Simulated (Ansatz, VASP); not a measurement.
**One calculation of HfTa4F, two programs**

```xyz
6
Lattice="-2.7536 2.7536 4.1660 2.7536 -2.7536 4.1660 2.7536 2.7536 -4.1660" Properties=species:S:1:pos:R:3 pbc="T T T"
Hf    0.0000    0.0000    4.1660
Ta    1.3768    1.3768    2.0830
Ta    1.3768    1.3768   -2.0830
Ta   -1.3768    1.3768    2.0830
Ta    1.3768   -1.3768    2.0830
F     0.0000    0.0000    0.0000
```

Alike in both runs: functional PBE; k mesh 4 × 4 × 4; occupations gaussian, width 0.1 eV; no spin polarisation.

Ansatz relaxed the structure, and its values are those at the end. VASP's run is a single point on that final structure, the one shown.

```csv
,VASP,Ansatz
version,VASP 6.6.1,Ansatz 0.2.0
potentials or method,"VASP PAW PBE potentials, release 64 (Hf_pv, Ta_pv, F)","scalar-relativistic, plane waves, PAW"
plane-wave cutoff (eV),520,420
valence electrons in the cell,61,85
```

```tsv
	VASP	Ansatz	Ansatz less VASP
gap on the k mesh at the Fermi level (eV)	none	none	-
pressure (GPa)	0.1	0.1	+0.06
```

A gap of «none» marks a metal or a gap that the smearing closes. With one functional, cell and mesh, what is left measures potentials, basis and numerics. The two sets of potentials don't hold the same shells in valence.

Caveats: the k mesh is coarse (spacing up to 0.40 Å⁻¹), so the values aren't converged; an odd number of electrons without spin polarisation forces a metal; a magnetic or distorted state may lie lower. The runs have no spin-orbit coupling, so splittings on Hf, Ta are missing.
